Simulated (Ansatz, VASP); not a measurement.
# TiSCl in two plane-wave programs, part 2 of 2

Aim: how closely do two programs agree when they are given the same cell, functional and k mesh? Of the first pair: The structure shown is the start of the Ansatz relaxation below; VASP solves that cell, so the two are compared at the walk's first step.

VASP 6.6.1 and Ansatz 0.2.0.

So far: Set-up; Ansatz: relaxation, PBEsol with D3(BJ).

### Step 3. VASP: single point, PBEsol with D3(BJ), start cell, pair 1

Level of this step: PBEsol with D3(BJ), zero-moment start; plane waves and PAW (Cl, S, Ti_sv) (VASP).

The same cell, functional, mesh and smearing now go to VASP, with its own data sets.

Lines of VASP's logs that name or quote its potential files are left out, and so is its time.

INCAR reads:

```
SYSTEM = TiSCl
PREC = Accurate
ENCUT = 400
EDIFF = 1E-06
NELM = 200
ISMEAR = -1
SIGMA = 0.05
LREAL = .FALSE.
ALGO = Normal
GGA = PS
IVDW = 12
NBANDS = 34
ISPIN = 2
MAGMOM = 0 -0 0 -0 -0 0
LASPH = .TRUE.
LMAXMIX = 4
LORBIT = 11
LWAVE = .FALSE.
LCHARG = .FALSE.
ISIF = 2
GGA_COMPAT = .FALSE.
KPAR = 2
```

POSCAR reads:

```
TiSCl
1.0
    3.4439540000      0.0000000000      0.0000000000
    0.0000000000      4.8211010000      0.0000000000
    0.0000000000      0.0000000000     20.0621810000
Cl S Ti
2 2 2
Direct
    0.7303451208      0.7500000519      0.6261622802
    0.2311407179      0.2499999481      0.3738377198
    0.2315922338      0.2499999481      0.5465779119
    0.7298936049      0.7500000519      0.4534221379
    0.2299943611      0.7500000519      0.5393112543
    0.7314914775      0.2499999481      0.4606887955
```

KPOINTS reads:

```
Automatic mesh
0
Gamma
10 6 1
0 0 0
```

PAW data sets: Cl, S and Ti_sv (PBE family, release 64).

The run is started by

```sh
> mpirun -np 2 vasp_std
```

Numbers of over 12 decimals in the logs are rounded to 6 here.

Log:

```text
[banner, memory and clock lines left out]
running    2 mpi-ranks, on    1 nodes
 distrk:  each k-point on    1 cores,    2 groups
 distr:  one band on    1 cores,    1 groups

 POSCAR found type information on POSCAR ClS Ti
 POSCAR found :  3 types and       6 ions
|                                                                             |
|               ----> ADVICE to this user running VASP <----                  |
|                                                                             |
|     You enforced a specific xc type in the INCAR file but a different       |
|     [... a line on the potential file left out ...]
|     I HOPE YOU KNOW WHAT YOU ARE DOING!                                     |
|                                                                             |

 LDA part: xc-table for (Slater+PW92), standard interpolation
 POSCAR, INCAR and KPOINTS ok, starting setup
 FFT: planning ... GRIDC
 FFT: planning ... GRID_SOFT
 FFT: planning ... GRID
 WAVECAR not read
 entering main loop
       N       E                     dE             d eps       ncg     rms          rms(c)
DAV:   1     0.450745173730E+03    0.45075E+03   -0.20654E+04  3936   0.104E+03
DAV:   2     0.209262132062E+02   -0.42982E+03   -0.41726E+03  4254   0.311E+02
DAV:   3    -0.381905443056E+02   -0.59117E+02   -0.58594E+02  4786   0.112E+02
DAV:   4    -0.439605617232E+02   -0.57700E+01   -0.57546E+01  5396   0.307E+01
DAV:   5    -0.443883952604E+02   -0.42783E+00   -0.42778E+00  4694   0.578E+00    0.190E+01
DAV:   6    -0.391397139675E+02    0.52487E+01   -0.23453E+01  4580   0.418E+01    0.819E+00
DAV:   7    -0.389425281027E+02    0.19719E+00   -0.40763E+00  4344   0.178E+01    0.569E+00
DAV:   8    -0.388858655306E+02    0.56663E-01   -0.10319E+00  4154   0.908E+00    0.203E+00
DAV:   9    -0.388197679349E+02    0.66098E-01   -0.20428E-01  3984   0.467E+00    0.725E-01
DAV:  10    -0.388206280783E+02   -0.86014E-03   -0.93903E-03  4196   0.688E-01    0.624E-01
DAV:  11    -0.388196168195E+02    0.10113E-02   -0.68288E-03  4136   0.391E-01    0.267E-01
DAV:  12    -0.388181898772E+02    0.14269E-02   -0.32926E-03  4340   0.518E-01    0.119E-01
DAV:  13    -0.388182513884E+02   -0.61511E-04   -0.23851E-04  4362   0.824E-02    0.626E-02
DAV:  14    -0.388183117798E+02   -0.60391E-04   -0.18784E-04  3780   0.643E-02    0.401E-02
[...]
DAV:  21    -0.388187184749E+02   -0.19544E-04   -0.92131E-07  2724   0.265E-03    0.331E-03
DAV:  22    -0.388187226827E+02   -0.42078E-05   -0.42100E-07  2514   0.195E-03    0.178E-03
DAV:  23    -0.388187342461E+02   -0.11563E-04   -0.39287E-07  2108   0.227E-03    0.185E-03
DAV:  24    -0.388187393504E+02   -0.51043E-05   -0.95125E-08  1816   0.166E-03    0.139E-03
DAV:  25    -0.388187410016E+02   -0.16512E-05   -0.68875E-08  1632   0.996E-04    0.346E-04
DAV:  26    -0.388187453278E+02   -0.43262E-05   -0.14139E-07  2224   0.106E-03    0.742E-04
DAV:  27    -0.388187471859E+02   -0.18582E-05   -0.95375E-08  1946   0.821E-04    0.188E-04
DAV:  28    -0.388187472597E+02   -0.73775E-07   -0.17999E-08  1632   0.510E-04
   1 F= -.40094614E+02 E0= -.40083588E+02  d E =-.220511E-01  mag=     0.0000
```

From OUTCAR (step 3):

```text
ion  position               nearest neighbor table
   1  0.730  0.750  0.626-   5 2.45   5 2.45
   2  0.231  0.250  0.374-   6 2.45   6 2.45
   3  0.232  0.250  0.547-   5 2.41   5 2.41   6 2.44   6 2.44
   4  0.730  0.750  0.453-   6 2.41   6 2.41   5 2.44   5 2.44
   5  0.230  0.750  0.539-   3 2.41   3 2.41   4 2.44   4 2.44   1 2.45   1 2.45
   6  0.731  0.250  0.461-   4 2.41   4 2.41   3 2.44   3 2.44   2 2.45   2 2.45

  LATTYP: Found a simple orthorhombic cell.
 ALAT       =     3.4439540000
 B/A-ratio  =     1.3998738078
 C/A-ratio  =     5.8253336136

 Subroutine GETGRP returns: Found  4 space group operations
 (whereof  1 operations were pure point group operations)

The static configuration has the point symmetry C_1 .
 The point group associated with its full space group is C_2h.

 Found     24 irreducible k-points:

   k-points           NKPTS =     24   k-points in BZ     NKDIM =     24   number of bands    NBANDS=     34

   dimension x,y,z NGX =    24 NGY =   32 NGZ =  140
   dimension x,y,z NGXF=    48 NGYF=   64 NGZF=  280

   ENCUT  =  400.0 eV  29.40 Ry    5.42 a.u.   5.62  7.86 32.72*2*pi/ulx,y,z

   NELECT =      50.0000    total number of electrons

 k-points in reciprocal lattice and weights: Automatic mesh
   0.00000000  0.00000000  0.00000000       0.017
   0.10000000  0.00000000  0.00000000       0.033
   0.20000000  0.00000000  0.00000000       0.033
   0.30000000  0.00000000  0.00000000       0.033
   0.40000000  0.00000000  0.00000000       0.033
   0.50000000  0.00000000  0.00000000       0.017
   0.00000000  0.16666667  0.00000000       0.033
   0.10000000  0.16666667  0.00000000       0.067
   0.20000000  0.16666667  0.00000000       0.067
[...]
0.40000000  0.50000000  0.00000000       0.033
   0.50000000  0.50000000  0.00000000       0.017

 average (electrostatic) potential at core
       1 -97.6910       2 -97.6909       3 -93.6020       4 -93.6020       5 -83.2682
       6 -83.2682

 E-fermi :  -1.5990

 spin component 1
 k-point     1 :       0.0000    0.0000    0.0000
  band No.  band energies     occupation
    ...
     22      -4.0239      1.00000
     23      -3.4366      1.00000
     24      -3.1875      1.00000
     25      -2.0980      0.99995
     26      -1.9469      0.99905
     27      -1.3664      0.00946
     28      -1.2830      0.00180
     29      -0.8757      0.00000
     30      -0.5624      0.00000
     31       0.0121      0.00000
    ...

 k-point     2 :       0.1000    0.0000    0.0000
  band No.  band energies     occupation
    ...
     22      -3.8288      1.00000
     23      -3.5821      1.00000
     24      -3.5804      1.00000
     25      -1.9623      0.99930
     26      -1.8138      0.98658
     27      -1.4491      0.04753
     28      -1.1690      0.00018
     29      -0.8212      0.00000
     30      -0.4914      0.00000
     31       0.0017      0.00000
    ...

 k-point     3 :       0.2000    0.0000    0.0000
  band No.  band energies     occupation
    ...
     22      -4.2508      1.00000
     23      -3.9684      1.00000
     24      -3.6561      1.00000
     25      -2.0080      0.99972
     26      -1.8216      0.98850
     27      -1.2992      0.00249
     28      -0.9499      0.00000
     29      -0.6105      0.00000
     30      -0.3735      0.00000
     31      -0.0374      0.00000
    ...

 k-point     4 :       0.3000    0.0000    0.0000
  band No.  band energies     occupation
    ...
     22      -4.4921      1.00000
     23      -4.4810      1.00000
     24      -3.7837      1.00000
     25      -2.2350      1.00000
     26      -2.1098      0.99996
     27      -0.8341      0.00000
     28      -0.8268      0.00000
     29      -0.3315      0.00000
     30      -0.2776      0.00000
     31      -0.1659      0.00000
    ...

 k-point     5 :       0.4000    0.0000    0.0000
  band No.  band energies     occupation
    ...
     22      -4.6018      1.00000
     23      -4.4485      1.00000
     24      -4.0540      1.00000
     25      -2.5027      1.00000
     26      -2.2919      1.00000
     27      -0.7201      0.00000
     28      -0.5722      0.00000
     29      -0.2131      0.00000
     30      -0.1852      0.00000
     31      -0.1414      0.00000
    ...

 k-point     6 :       0.5000    0.0000    0.0000
  band No.  band energies     occupation
    ...
     22      -4.6645      1.00000
     23      -4.3186      1.00000
     24      -4.3154      1.00000
     25      -2.4877      1.00000
     26      -2.4804      1.00000
     27      -0.6148      0.00000
     28      -0.6124      0.00000
     29      -0.1817      0.00000
     30      -0.1644      0.00000
     31      -0.0983      0.00000
    ...

 Edisp (eV)   -1.27587

  Total      -4.05572    -3.72938    -1.58597     0.00000     0.00000    -0.01134
  in kB     -19.50731   -17.93766    -7.62822     0.00000     0.00000    -0.05454
  external pressure =      -15.02 kB  Pullay stress =        0.00 kB

  energy-cutoff  :      400.00
  volume of cell :      333.11
      direct lattice vectors                 reciprocal lattice vectors
     3.443954000  0.000000000  0.000000000     0.290363925  0.000000000  0.000000000
     0.000000000  4.821101000  0.000000000     0.000000000  0.207421500  0.000000000
     0.000000000  0.000000000 20.062181000     0.000000000  0.000000000  0.049845029

 POSITION                                       TOTAL-FORCE (eV/Angst)
 -----------------------------------------------------------------------------------
      2.51528      3.61583     12.56218         0.000916     -0.000000     -0.245572
      0.79604      1.20527      7.50000        -0.000916      0.000000      0.245572
      0.79759      1.20527     10.96554        -0.011580     -0.000000     -0.044304
      2.51372      3.61583      9.09664         0.011580     -0.000000      0.044304
      0.79209      3.61583     10.81976         0.003556     -0.000000     -0.042980
      2.51922      1.20527      9.24242        -0.003556      0.000000      0.042980
 -----------------------------------------------------------------------------------
    total drift:                               -0.000051     -0.001644     -0.002636

  FREE ENERGIE OF THE ION-ELECTRON SYSTEM (eV)
  ---------------------------------------------------
  free  energy   TOTEN  =       -40.0946139088 eV

  energy  without entropy=      -40.0725628142  energy(sigma->0) =      -40.08358836

 total charge
# of ion       s       p       d       tot
------------------------------------------
    1        1.593   3.492   0.000   5.085
    2        1.593   3.492   0.000   5.085
    3        1.333   2.406   0.000   3.739
    4        1.333   2.406   0.000   3.739
    5        2.166   6.156   1.870  10.192
    6        2.166   6.156   1.870  10.192
--------------------------------------------------
tot         10.183  24.109   3.740  38.033

 magnetization (x)
# of ion       s       p       d       tot
------------------------------------------
    1        0.000  -0.000   0.000  -0.000
    2        0.000  -0.000   0.000  -0.000
    3       -0.000  -0.000   0.000  -0.000
    4       -0.000  -0.000   0.000  -0.000
    5        0.000  -0.000   0.000   0.000
    6        0.000  -0.000   0.000   0.000
--------------------------------------------------
tot          0.000  -0.000   0.000   0.000

[... 1 further part left out ...]
```

This run allows spin, but its moments start at zero, where symmetry between the spins tends to hold them, although Ti can carry a moment.

### Step 4. Side by side

Known differences besides the potentials themselves: the cutoff is 420 eV in Ansatz and 400 eV in VASP; Ansatz makes its cores anew for this functional, VASP keeps those of its PBE data sets. Total energies have different zeros and are not compared.

Forces (eV/Å; atoms numbered as in POSCAR):

| atom | Ansatz x, y, z | VASP x, y, z |
| --- | --- | --- |
| Cl1 | 0.001, 0.000, -0.265 | 0.001, 0.000, -0.246 |
| Cl2 | -0.001, 0.000, 0.265 | -0.001, 0.000, 0.246 |
| S3 | -0.012, 0.000, -0.070 | -0.012, 0.000, -0.044 |
| S4 | 0.012, 0.000, 0.070 | 0.012, 0.000, 0.044 |
| Ti5 | 0.003, 0.000, -0.038 | 0.004, 0.000, -0.043 |
| Ti6 | -0.003, 0.000, 0.038 | -0.004, 0.000, 0.043 |

The forces differ by 11 meV/Å r.m.s., which is 12.7 % of the r.m.s. force of 0.085 eV/Å (both taken over all components). Moments aren't recorded for both runs of this pair, so they may hold unlike magnetic states. With vacuum in the cell, a pressure given here is an average over mostly empty space and none of the material.

### Step 5. Ansatz: relaxation, PBEsol with D3(BJ)

This run makes the geometry at which the two programs are then compared.

The structure compared here is the end of the Ansatz relaxation.

input.yaml reads:

```yaml
crystal:
  lattice:
    - [3.443953532, 0.0, 0.0]
    - [0.0, 4.821100834, 0.0]
    - [0.0, 0.0, 20.0621812209]
  atoms:
    - { symbol: Cl, position: [0.73034511, 0.75, 0.626162284] }
    - { symbol: S, position: [0.231592227, 0.25, 0.546577883] }
    - { symbol: Ti, position: [0.229994292, 0.75, 0.539311234], spin: 0.6 }
    - { symbol: Ti, position: [0.73149165, 0.25, 0.460688766], spin: -0.6 }
    - { symbol: S, position: [0.729893715, 0.75, 0.453422117] }
    - { symbol: Cl, position: [0.231140832, 0.25, 0.373837716] }
magnetization:
  spin_polarized: true
kpoints:
  mp_grid: { grid: [10, 6, 1] }
scf:
  occupations: { method: fermi_dirac, width: 0.05 }
  n_extra_bands: 8
hamiltonian:
  xc: pbesol
  pseudopotentials: { kind: paw }
  dispersion: d3bj
output:
  forces: true
  write_potential: true
  volumetric_format: []
relax:
  f_tol: 0.03
  max_steps: 45
  cell: { fix: [c, alpha, beta] }
```

The run is started by

```sh
> ansatz run input.yaml --threads 4 --pin off --max-ram 8192MiB --backend cpu --events-out ev --progress --plain --runs-dir out
```

Log:

```text
[...]
Crystal: 6 atoms, lattice volume = 333.105 Å³
Basis set: ecut = 420 eV, 6453 PW (Γ), exchange–correlation on 48×72×270 points (8 copies of the dense FFT grid, shifted against one another)
Bands: 33, of which v1, the nominal top of the filled ones, is band 25 counted from 1 (24 counted from 0)
Symmetry: 2 space group operations
[...]
- [3.320083, 0, 0]
    - [0, 4.715777, 0]
    - [0, 0, 20.0621812209]
  atoms:
    - { symbol: Cl, position: [0.730750, 0.75, 0.626121] }
    - { symbol: S, position: [0.230786, 0.25, 0.548538] }
    - { symbol: Ti, position: [0.230658, 0.75, 0.538687] }
    - { symbol: Ti, position: [0.730828, 0.25, 0.461313] }
    - { symbol: S, position: [0.730700, 0.75, 0.451462] }
    - { symbol: Cl, position: [0.230736, 0.25, 0.373879] }
[key lines of the parts left out:]
SCF converged after 7 iterations
Magnetization: -0.0000 μB (25.0000 up, 25.0000 down)
Free energy (F): -8850.016820 eV
Fermi energy:    -0.446666 eV
P = ⅓ Tr σ = 0.0160 GPa (0.160 kbar)
```

### Step 6. VASP: single point, PBEsol with D3(BJ), relaxed cell, pair 2

The same cell, functional, mesh and smearing now go to VASP, with its own data sets.

Edit INCAR of step 3 so:

```diff
@@ -2,3 +2,3 @@
 PREC = Accurate
-ENCUT = 400
+ENCUT = 500
 EDIFF = 1E-06
```

POSCAR reads:

```
TiSCl
1.0
    3.3200830950      0.0000000000      0.0000000000
    0.0000000000      4.7157765555      0.0000000000
    0.0000000000      0.0000000000     20.0621812209
Cl S Ti
2 2 2
Direct
    0.7307496544      0.7500000000      0.6261206861
    0.2307362831      0.2500000000      0.3738793144
    0.2307860325      0.2500000000      0.5485382785
    0.7306999162      0.7500000000      0.4514617212
    0.2306581480      0.7500000000      0.5386869669
    0.7308277919      0.2500000000      0.4613130329
```

KPOINTS is that of step 3.

The run is started by

```sh
> mpirun -np 2 vasp_std
```

Log:

```text
[banner, memory and clock lines left out]
running    2 mpi-ranks, on    1 nodes
[...]
[... a notice as in an earlier step ...]

 LDA part: xc-table for (Slater+PW92), standard interpolation
 POSCAR, INCAR and KPOINTS ok, starting setup
[...]
entering main loop
       N       E                     dE             d eps       ncg     rms          rms(c)
DAV:   1     0.512624724350E+03    0.51262E+03   -0.22634E+04  3768   0.123E+03
DAV:   2     0.291441305653E+02   -0.48348E+03   -0.46633E+03  4180   0.337E+02
DAV:   3    -0.371010777961E+02   -0.66245E+02   -0.65439E+02  4862   0.122E+02
DAV:   4    -0.435902206361E+02   -0.64891E+01   -0.64706E+01  5392   0.335E+01
[...]
DAV:  25    -0.388547847152E+02   -0.27483E-05   -0.82822E-08  1892   0.982E-04    0.602E-04
DAV:  26    -0.388547877032E+02   -0.29879E-05   -0.15815E-07  2244   0.101E-03    0.262E-04
DAV:  27    -0.388547880771E+02   -0.37389E-06   -0.27381E-08  1664   0.563E-04
   1 F= -.40209735E+02 E0= -.40200743E+02  d E =-.179841E-01  mag=     0.0000
```

From OUTCAR (step 6):

```text
 Edisp (eV)   -1.35495

  Total      -0.00540     0.06884     0.08500     0.00000     0.00000    -0.00185
  in kB      -0.02755     0.35113     0.43357     0.00000     0.00000    -0.00945
  external pressure =        0.25 kB  Pullay stress =        0.00 kB

 POSITION                                       TOTAL-FORCE (eV/Angst)
 -----------------------------------------------------------------------------------
      2.42615      3.53683     12.56135        -0.000875      0.000000      0.025810
      0.76606      1.17894      7.50083         0.000875      0.000000     -0.025810
      0.76623      1.17894     11.00487        -0.000057      0.000000      0.025695
      2.42598      3.53683      9.05731         0.000057      0.000000     -0.025695
      0.76580      3.53683     10.80724         0.001735      0.000000     -0.012373
      2.42641      1.17894      9.25495        -0.001735      0.000000      0.012373
 -----------------------------------------------------------------------------------
    total drift:                                0.000050      0.000000      0.000053

  FREE ENERGIE OF THE ION-ELECTRON SYSTEM (eV)
  ---------------------------------------------------
  free  energy   TOTEN  =       -40.2097348429 eV

  energy  without entropy=      -40.1917507053  energy(sigma->0) =      -40.20074277

 magnetization (x)
# of ion       s       p       d       tot
------------------------------------------
    1       -0.000   0.000   0.000   0.000
    2       -0.000   0.000   0.000   0.000
    3        0.000   0.000   0.000   0.000
    4        0.000   0.000   0.000   0.000
    5       -0.000   0.000   0.000   0.000
    6       -0.000   0.000   0.000   0.000
--------------------------------------------------
tot         -0.000   0.000   0.000   0.000

[... 1 part as in an earlier step ...]

[... 2 further parts left out ...]
[key lines of the parts left out:]
E-fermi :  -1.3366
```

### Step 7. Comparison

What differs besides the data sets and the points named for the pairs above, as far as they apply: the cutoff is 420 eV in Ansatz and 500 eV in VASP; Ansatz's pressure holds a Pulay correction, VASP's none. Total energies have different zeros and are not compared.

The two programs side by side:

| quantity | Ansatz | VASP | difference |
| --- | --- | --- | --- |
| pressure (GPa) | 0.02 | 0.03 | -0.01 |

At this near-relaxed geometry the largest component of a force difference is 18 meV/Å. With vacuum in the cell, a pressure given here is an average over mostly empty space and none of the material.

### Step 8. Summary of results

```
r.m.s. force difference (single point, PBEsol with D3(BJ), start cell, pair 1)   : 11 meV/Å
difference in pressure (single point, PBEsol with D3(BJ), relaxed cell, pair 2)  : -0.0093 GPa
r.m.s. force difference (single point, PBEsol with D3(BJ), relaxed cell, pair 2) : 7.7 meV/Å
```

The r.m.s. force difference is 11 meV/Å (single point, PBEsol with D3(BJ), start cell, pair 1), within the 12 meV/Å picked in this series as the mark of a large difference. How closely two codes agree says nothing of how well the functional describes the real material.

[Lines on the potential files, build, host, timing and source positions are cut from VASP's logs without a mark.]

[Logs are printed without paths, hosts, clocks, repeated set-up lines and the standing remarks that a program may print on its own settings, such as how far it seeks lower states.]

[Hosts, paths, dates, database ids (printed as entryN), source tags and the programs' standing remarks are cut or masked in the printed files.]
